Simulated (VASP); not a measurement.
Input:

```xyz
3
Lattice="1.7263 -2.9901 0.0000 1.7263 2.9901 0.0000 0.0000 0.0000 5.4174" Properties=species:S:1:pos:R:3 pbc="T T T"
Pt     0.0000     0.0000     0.0000
S      1.7263     0.9967     1.1964
S      1.7263    -0.9967     4.2210
```

Method: SCAN meta-GGA, VASP's PBE PAW potentials (set 64) (plane waves; VASP). Settings: 520 eV cut-off, 7×7×4 Γ-centred mesh, Gaussian smearing of 0.050 eV, potentials Pt S.

### Question
The ions and cell shape at fixed volume are relaxed. Which structure does the run end with?

### Answer

```xyz
3
Lattice="1.7630 -3.0537 0.0000 1.7630 3.0537 0.0000 0.0000 0.0000 5.1940" Properties=species:S:1:pos:R:3 pbc="T T T"
Pt     0.0000     0.0000     0.0000
S      1.7630     1.0179     1.2138
S      1.7630    -1.0179     3.9802
```
Space group P-3m1 (164), at a tolerance of 0.03 Å.

### Question
How much energy does the relaxation gain?

### Answer
The energy (σ→0) changes by -30.5 meV/atom, in 7 ionic steps.

The compound is PtS2 in the 1T layered structure. This cell is one point of a volume scan, at 0.94 of the reference volume. Symmetry was kept, so distortions that lower it aren't found.
